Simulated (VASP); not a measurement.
# BaIrO3: Ga into a neighbouring Ba vacancy, part 4 of 5

How hard is this move in BaIrO3: Ga into a neighbouring Ba vacancy? Both ends are relaxed first, then a band of images between them. The start is a cell from a database of measured crystal structures.

VASP 6.6.1, plane waves and PAW; the level of theory is named at each step.

So far. Step 2 (Relax the host): The run ended after 3 ionic steps, 0.247 eV below its first step, once forces and stress met EDIFFG = -0.02. Step 3 (Relax the host again, on a new basis): The start already met the threshold, so nothing moved.

## Step 7: Going on with the relaxation

Level of this step: LDA, no spin polarisation; plane waves and PAW (Ir, Ga, Ba_sv, O) (VASP).

The relaxation goes on from where it stopped.

File INCAR:

```
SYSTEM = Ba2GaIr4O12
PREC = Normal
ENCUT = 400
EDIFF = 1E-05
NELM = 120
ISMEAR = 1
SIGMA = 0.15
LREAL = Auto
ALGO = Fast
GGA = CA
NBANDS = 84
LORBIT = 11
LWAVE = .FALSE.
LCHARG = .FALSE.
KPAR = 3
IBRION = 2
NSW = 60
ISIF = 2
EDIFFG = -0.05
POTIM = 0.25
MAXMIX = 40
ISYM = 0
```

File POSCAR:

```
Ba2GaIr4O12
1.0
   -3.9927422025      3.9927422025      3.9927422025
    3.9927422025     -3.9927422025      3.9927422025
    3.9927422025      3.9927422025     -3.9927422025
Ir Ga Ba O
4 1 2 12
Direct
    0.9923568668      0.9930346317      0.9795516753
    0.5134518847      0.5142270664      0.0220273885
    0.5136355439      0.9927738851      0.5010028766
    0.9915581394      0.5137950956      0.5015059723
    0.3132119584      0.3148587631      0.5013657795
    0.0153629782      0.5147124275      0.0012052489
    0.5142560722      0.0145504297      0.0004375588
    0.2921499147      0.2868396656      0.0707708858
    0.7146712414      0.7195889561      0.9268414163
    0.7157784709      0.2867845712      0.4946843993
    0.2939325886      0.7192751370      0.5050560771
    0.2436237741      0.0144757321      0.2707444637
    0.7840321989      0.5141680711      0.2297646613
    0.7868367361      0.0558926871      0.7693951873
    0.2430382979      0.4749753781      0.7320380830
    0.0136337370      0.2473604496      0.2686087699
    0.5065285377      0.7809054055      0.2277745232
    0.4782717032      0.2467937115      0.7337537791
    0.0543304486      0.7821266881      0.7741974169
```

File KPOINTS:

```
Automatic mesh
0
Gamma
3 3 3
0 0 0
```

The projector-augmented-wave data sets are Ir, Ga, Ba_sv and O (LDA family, release 64).

The run is started by

```
$ mpirun -np 3 vasp_std
```

The log of the run:

```text
[... set-up lines as in an earlier step ...]
 entering main loop
       N       E                     dE             d eps       ncg     rms          rms(c)
DAV:   1     0.107344461975E+04    0.10734E+04   -0.55124E+04  2360   0.122E+03
DAV:   2    -0.270688803470E+02   -0.11005E+04   -0.10326E+04  2484   0.357E+02
DAV:   3    -0.162383805540E+03   -0.13531E+03   -0.13066E+03  3008   0.133E+02
DAV:   4    -0.168924605915E+03   -0.65408E+01   -0.64663E+01  3376   0.290E+01
DAV:   5    -0.169186484420E+03   -0.26188E+00   -0.26152E+00  3568   0.494E+00    0.674E+01
RMM:   6    -0.142603435334E+03    0.26583E+02   -0.11437E+02  2413   0.376E+01    0.545E+01
RMM:   7    -0.140677255797E+03    0.19262E+01   -0.16077E+01  2399   0.194E+01    0.156E+01
RMM:   8    -0.141037357007E+03   -0.36010E+00   -0.87921E+00  2796   0.727E+00    0.130E+01
RMM:   9    -0.140700561921E+03    0.33680E+00   -0.16144E+00  2497   0.426E+00    0.118E+01
RMM:  10    -0.140378502540E+03    0.32206E+00   -0.80283E-01  2573   0.335E+00    0.479E+00
RMM:  11    -0.140300942042E+03    0.77560E-01   -0.30077E-01  2651   0.185E+00    0.276E+00
RMM:  12    -0.140286035244E+03    0.14907E-01   -0.75231E-02  2830   0.949E-01    0.188E+00
RMM:  13    -0.140269862936E+03    0.16172E-01   -0.29797E-02  2912   0.507E-01    0.650E-01
RMM:  14    -0.140269041186E+03    0.82175E-03   -0.16208E-02  2978   0.335E-01    0.574E-01
RMM:  15    -0.140269890200E+03   -0.84901E-03   -0.92484E-03  3011   0.266E-01    0.544E-01
RMM:  16    -0.140268864266E+03    0.10259E-02   -0.28123E-03  2893   0.151E-01    0.218E-01
RMM:  17    -0.140268667765E+03    0.19650E-03   -0.20860E-03  2867   0.118E-01    0.108E-01
RMM:  18    -0.140268726279E+03   -0.58514E-04   -0.93135E-04  3031   0.707E-02    0.492E-02
RMM:  19    -0.140268758865E+03   -0.32586E-04   -0.47720E-04  2656   0.364E-02    0.235E-02
RMM:  20    -0.140268781463E+03   -0.22598E-04   -0.25733E-04  2145   0.256E-02    0.116E-02
RMM:  21    -0.140268798643E+03   -0.17179E-04   -0.18230E-04  1953   0.184E-02    0.462E-03
RMM:  22    -0.140268807723E+03   -0.90808E-05   -0.98643E-05  1899   0.145E-02
   1 F= -.14026881E+03 E0= -.14026872E+03  d E =-.140269E+03
 curvature:   0.00 expect dE= 0.000E+00 dE for cont linesearch  0.000E+00
 trial: gam= 0.00000 g(F)=  0.308E-02 g(S)=  0.000E+00 ort = 0.000E+00 (trialstep = 0.100E+01)
 search vector abs. value=  0.308E-02
 bond charge predicted
       N       E                     dE             d eps       ncg     rms          rms(c)
DAV:   1    -0.140270773734E+03   -0.19751E-02   -0.30544E-01  2664   0.202E+00    0.121E-01
RMM:   2    -0.140271300221E+03   -0.52649E-03   -0.63015E-03  2379   0.356E-01    0.118E-01
RMM:   3    -0.140271423220E+03   -0.12300E-03   -0.12968E-03  2804   0.145E-01    0.829E-02
RMM:   4    -0.140271411143E+03    0.12076E-04   -0.23602E-04  2785   0.550E-02    0.392E-02
RMM:   5    -0.140271408078E+03    0.30657E-05   -0.59543E-05  2067   0.266E-02
   2 F= -.14027141E+03 E0= -.14027136E+03  d E =-.260035E-02
[... from here on, the cycles between the ionic steps are left out ...]
   3 F= -.14027369E+03 E0= -.14027370E+03  d E =-.487852E-02
   4 F= -.14027552E+03 E0= -.14027556E+03  d E =-.183034E-02
   5 F= -.14027911E+03 E0= -.14027925E+03  d E =-.542819E-02
   6 F= -.14027811E+03 E0= -.14027836E+03  d E =-.442558E-02
   7 F= -.14027998E+03 E0= -.14028016E+03  d E =-.628878E-02
   8 F= -.14028237E+03 E0= -.14028265E+03  d E =-.239800E-02
   9 F= -.14028728E+03 E0= -.14028780E+03  d E =-.730635E-02
  10 F= -.14028666E+03 E0= -.14028737E+03  d E =-.668490E-02
  11 F= -.14028891E+03 E0= -.14028956E+03  d E =-.893010E-02
  12 F= -.14029153E+03 E0= -.14029227E+03  d E =-.262064E-02
  13 F= -.14029860E+03 E0= -.14029945E+03  d E =-.969743E-02
  14 F= -.14030897E+03 E0= -.14030915E+03  d E =-.200665E-01
  15 F= -.14032238E+03 E0= -.14031841E+03  d E =-.334771E-01
  16 F= -.14027839E+03 E0= -.14027183E+03  d E =0.105189E-01
  17 F= -.14032344E+03 E0= -.14031857E+03  d E =-.345302E-01
  18 F= -.14032612E+03 E0= -.14032089E+03  d E =-.268199E-02
  19 F= -.14033383E+03 E0= -.14032763E+03  d E =-.103993E-01
  20 F= -.14034665E+03 E0= -.14033916E+03  d E =-.232192E-01
  21 F= -.14035304E+03 E0= -.14034606E+03  d E =-.296012E-01
  22 F= -.14035486E+03 E0= -.14034725E+03  d E =-.314197E-01
  23 F= -.14035514E+03 E0= -.14034766E+03  d E =-.317034E-01
  24 F= -.14036488E+03 E0= -.14035747E+03  d E =-.974130E-02
  25 F= -.14038799E+03 E0= -.14038111E+03  d E =-.328499E-01
  26 F= -.14040360E+03 E0= -.14039851E+03  d E =-.484641E-01
  27 F= -.14041782E+03 E0= -.14041319E+03  d E =-.142153E-01
  28 F= -.14043932E+03 E0= -.14043577E+03  d E =-.357195E-01
  29 F= -.14044980E+03 E0= -.14044632E+03  d E =-.104814E-01
  30 F= -.14046451E+03 E0= -.14046109E+03  d E =-.251851E-01
  31 F= -.14047496E+03 E0= -.14047158E+03  d E =-.104574E-01
  32 F= -.14048844E+03 E0= -.14048514E+03  d E =-.239330E-01
  33 F= -.14047970E+03 E0= -.14047666E+03  d E =-.151952E-01
  34 F= -.14049092E+03 E0= -.14048768E+03  d E =-.264097E-01
  35 F= -.14049907E+03 E0= -.14049596E+03  d E =-.815748E-02
  36 F= -.14051317E+03 E0= -.14051043E+03  d E =-.222498E-01
  37 F= -.14051427E+03 E0= -.14051165E+03  d E =-.233484E-01
  38 F= -.14051931E+03 E0= -.14051685E+03  d E =-.504560E-02
  39 F= -.14052161E+03 E0= -.14051934E+03  d E =-.734719E-02
  40 F= -.14052621E+03 E0= -.14052406E+03  d E =-.459649E-02
  41 F= -.14052854E+03 E0= -.14052648E+03  d E =-.692926E-02
  42 F= -.14052732E+03 E0= -.14052535E+03  d E =-.570611E-02
  43 F= -.14052901E+03 E0= -.14052699E+03  d E =-.739766E-02
  44 F= -.14053463E+03 E0= -.14053262E+03  d E =-.561631E-02
  45 F= -.14053712E+03 E0= -.14053505E+03  d E =-.811174E-02
  46 F= -.14054159E+03 E0= -.14053958E+03  d E =-.446782E-02
  47 F= -.14054617E+03 E0= -.14054423E+03  d E =-.904812E-02
  48 F= -.14054763E+03 E0= -.14054571E+03  d E =-.105104E-01
  49 F= -.14054816E+03 E0= -.14054624E+03  d E =-.110371E-01
  50 F= -.14055333E+03 E0= -.14055146E+03  d E =-.517200E-02
  51 F= -.14055652E+03 E0= -.14055470E+03  d E =-.835712E-02
  52 F= -.14056156E+03 E0= -.14055964E+03  d E =-.504367E-02
  53 F= -.14056260E+03 E0= -.14056062E+03  d E =-.608166E-02
  54 F= -.14056546E+03 E0= -.14056344E+03  d E =-.286222E-02
  55 F= -.14056561E+03 E0= -.14056359E+03  d E =-.301356E-02
  56 F= -.14056705E+03 E0= -.14056513E+03  d E =-.143583E-02
  57 F= -.14056718E+03 E0= -.14056529E+03  d E =-.156744E-02
 curvature:  -2.93 expect dE=-0.205E-02 dE for cont linesearch -0.145E-07
 trial: gam= 0.49399 g(F)=  0.698E-03 g(S)=  0.000E+00 ort = 0.438E-05 (trialstep = 0.172E+01)
 search vector abs. value=  0.165E-02
 bond charge predicted
       N       E                     dE             d eps       ncg     rms          rms(c)
DAV:   1    -0.140566852409E+03    0.32081E-03   -0.57635E-01  2368   0.291E+00    0.144E-01
RMM:   2    -0.140567793336E+03   -0.94093E-03   -0.10438E-02  2352   0.437E-01    0.138E-01
RMM:   3    -0.140567964145E+03   -0.17081E-03   -0.16482E-03  2653   0.177E-01    0.120E-01
RMM:   4    -0.140567980665E+03   -0.16520E-04   -0.28734E-04  2759   0.667E-02    0.104E-01
RMM:   5    -0.140567987492E+03   -0.68266E-05   -0.68890E-05  2186   0.305E-02
  58 F= -.14056799E+03 E0= -.14056605E+03  d E =-.808576E-03
 trial-energy change:   -0.000809  1 .order   -0.000729   -0.001206   -0.000252
 step:   2.0119(harm=  2.1795)  dis= 0.00457  next Energy=  -140.568009 (dE=-0.830E-03)
 reached required accuracy - stopping structural energy minimisation
```

Elapsed: 17 min, on 3 MPI ranks of AMD EPYC 9R45, shared host; peak memory 0.84 GiB; 52 min of CPU time.

Parts of OUTCAR (step 7):

```text
   NELECT =     131.0000    total number of electrons

 E-fermi :   3.6658

 k-point     1 :       0.0000    0.0000    0.0000
  band No.  band energies     occupation
    ...
     62       3.2491      2.00061
     63       3.4044      2.03346
     64       3.4179      2.04130
     65       3.4216      2.04354
     66       3.5166      2.04921
     67       3.9694     -0.01480
     68       4.1133     -0.00020
     69       4.2911     -0.00000
     70       4.3533     -0.00000
     71       4.5129     -0.00000
    ...

  Total       -7.6984534     -7.6222247    -27.6712454     -0.0214677     -0.0025488     -0.0102500
  in kB      -48.4440302    -47.9643463   -174.1267465     -0.1350898     -0.0160391     -0.0645004
  external PRESSURE =     -90.1783743 kB  Pullay stress =       0.0000000 kB

 POSITION                                       TOTAL-FORCE (eV/Angst)
 -----------------------------------------------------------------------------------
      3.90222      3.89750     -3.89086        -0.031345      0.011695      0.025197
      0.09801      0.09509      4.09669         0.009640     -0.000596      0.016016
     -0.09054      4.08789      0.10351        -0.011476      0.028678      0.012251
      4.09121     -0.09406      0.10587         0.000424     -0.017117      0.004261
      1.99963      1.99640      0.05936         0.032925      0.007185      0.007443
      1.99871     -1.99412      2.10536        -0.001357     -0.016095     -0.000354
     -1.98847      1.99752      2.10506        -0.017926     -0.002483     -0.020742
      0.01892      0.02150      2.09807        -0.006187      0.003221     -0.031100
      3.98034      3.96942      2.09646         0.003453      0.004125     -0.000559
      0.02597      3.96870      2.09674        -0.015370     -0.005804      0.004340
      3.97049      0.03524      2.09685         0.017854     -0.022444     -0.020278
      0.12026      1.99747      0.04994         0.009215     -0.003506      0.041411
     -0.28608      1.99624      4.10955        -0.003261      0.024826     -0.004075
      0.29487      5.98946      0.11348         0.010452     -0.007029      0.006077
      3.87998      1.99737      0.06124        -0.029966     -0.003403      0.012787
      1.99930      0.11908      0.08157         0.007090     -0.007994     -0.017390
      1.99974     -0.28717      4.10627         0.011745     -0.016024     -0.004879
      1.99997      3.87446      0.07715        -0.004583      0.000095     -0.004812
      5.99249      0.28728      0.11637         0.018673      0.022669     -0.025597
 -----------------------------------------------------------------------------------
    total drift:                                0.009353     -0.001653      0.015384

  FREE ENERGIE OF THE ION-ELECTRON SYSTEM (eV)
  ---------------------------------------------------
  free  energy   TOTEN  =      -140.5679874918 eV

  energy  without entropy=     -140.5621692914  energy(sigma->0) =     -140.56604809

[... 6 parts as in an earlier step ...]

[... 9 further parts left out ...]
```

CONTCAR:

```
Ba2GaIr4O12
   1.00000000000000
    -3.9927422025000001    3.9927422025000001    3.9927422025000001
     3.9927422025000001   -3.9927422025000001    3.9927422025000001
     3.9927422025000001    3.9927422025000001   -3.9927422025000001
  Ir              Ga              Ba              O
     4     1     2    12
Direct
     0.0008303654586319    0.0014222073385601    0.9767369372529966
     0.5249251727990267    0.5252898598759511    0.0241816093437902
     0.5248781386840975    0.0016251662782680    0.5005776597665620
     0.0014785853901094    0.5255883631755452    0.5005511141421233
     0.2574372211927937    0.2578413452291246    0.5004123587013557
     0.0139304289259712    0.5139414651149475    0.0005751504555431
     0.5137548747938044    0.0146009083070917    0.0011339151274378
     0.2654275141456492    0.2651046102108293    0.0050610871814877
     0.7596136437314094    0.7609808712839393    0.9955256582798361
     0.7595582123861798    0.2658210280200308    0.5002407555132106
     0.2669964182771918    0.7597960937342072    0.5016268556757900
     0.2563918122252913    0.0213133503126395    0.2651977010514026
     0.7646116489070683    0.4788026468315394    0.2141589700397106
     0.7642543242894043    0.0511367357276259    0.7869683948782279
     0.2577940205583404    0.4935477103365215    0.7360033467461162
     0.0251268855988015    0.2605808064176903    0.2652785987369526
     0.4782556384849089    0.7646384516197788    0.2144597698081053
     0.4948488888222271    0.2601118055482044    0.7356388963978427
     0.0505472980290824    0.7649953267375000    0.7863973837015054
```

The data set Ga keeps the semicore shell frozen, which is cheaper and a little less accurate.

Step by step (22 of 58):

| step | energy less that of the first step (eV) | largest force (eV/Å) |
| --- | --- | --- |
| 1 | 0.0000 | 0.1549 |
| 4 | -0.0067 | 0.1426 |
| 6 | -0.0093 | 0.3353 |
| 9 | -0.0185 | 0.1809 |
| 12 | -0.0227 | 0.2061 |
| 15 | -0.0536 | 0.4164 |
| 17 | -0.0546 | 0.4727 |
| 20 | -0.0778 | 0.4403 |
| 23 | -0.0863 | 0.4580 |
| 25 | -0.1192 | 0.3804 |
| 28 | -0.1705 | 0.3734 |
| 31 | -0.2062 | 0.2621 |
| 34 | -0.2221 | 0.3401 |
| 36 | -0.2444 | 0.1734 |
| 39 | -0.2528 | 0.1940 |
| 42 | -0.2585 | 0.2176 |
| 44 | -0.2658 | 0.1430 |
| 47 | -0.2774 | 0.1157 |
| 50 | -0.2845 | 0.1374 |
| 53 | -0.2938 | 0.1597 |
| 55 | -0.2968 | 0.0980 |
| 58 | -0.2992 | 0.0426 |

The atoms that moved most (Å):

| atom | dx | dy | dz | length |
| --- | --- | --- | --- | --- |
| Ga5 | -0.009 | 0.001 | -0.447 | 0.447 |
| O9 | 0.260 | 0.288 | 0.070 | 0.395 |
| O11 | 0.256 | -0.283 | 0.068 | 0.387 |
| O8 | -0.242 | -0.282 | 0.069 | 0.378 |
| O10 | -0.236 | 0.281 | 0.069 | 0.373 |
| O14 | 0.141 | -0.001 | -0.179 | 0.228 |
| O13 | -0.126 | 0.001 | -0.156 | 0.201 |
| O19 | -0.005 | 0.102 | -0.132 | 0.167 |

The relaxed structure:

```xyz
19
Lattice="-3.9927 3.9927 3.9927 3.9927 -3.9927 3.9927 3.9927 3.9927 -3.9927" Properties=species:S:1:pos:R:3 pbc="T T T"
Ir    3.9022    3.8975    4.0946
Ir    0.0980    0.0951    4.0967
Ir    3.9022    0.0951    4.0963
Ir    0.0985    3.8987    4.0986
Ga    1.9996    1.9964    0.0594
Ba    1.9987   -1.9941    2.1054
Ba   -1.9885    1.9975    2.1051
O     0.0189    0.0215    2.0981
O     3.9803    3.9694    2.0965
O     0.0260    3.9687    2.0967
O     3.9705    0.0352    2.0969
O     0.1203    1.9975    0.0499
O    -0.2861    1.9962    4.1096
O     0.2949    5.9895    0.1135
O     3.8800    1.9974    0.0612
O     1.9993    0.1191    0.0816
O     1.9997   -0.2872    4.1063
O     2.0000    3.8745    0.0771
O     5.9925    0.2873    0.1164
```

Numbers from this step:

```yaml
electronic_cycles: 436
electrons: 131
free_energy_toten: -140.5680 eV
energy_at_zero_smearing: -140.5660 eV
fermi_energy: 3.666 eV
```

The run ended after 58 ionic steps, 0.299 eV below its first step, once the forces on the free atoms met EDIFFG = -0.05.

[end of part 4 of 5]

[Lines on the potential files, build, host, timing and source positions are cut from VASP's logs without a mark.]

[Logs are printed without paths, hosts, clocks, repeated set-up lines and the standing remarks that a program may print on its own settings, such as how far it seeks lower states.]

[Hosts, paths, dates, database ids (printed as entryN), source tags and the programs' standing remarks are cut or masked in the printed files.]

[Runs that stopped without an error message from VASP are left out.]
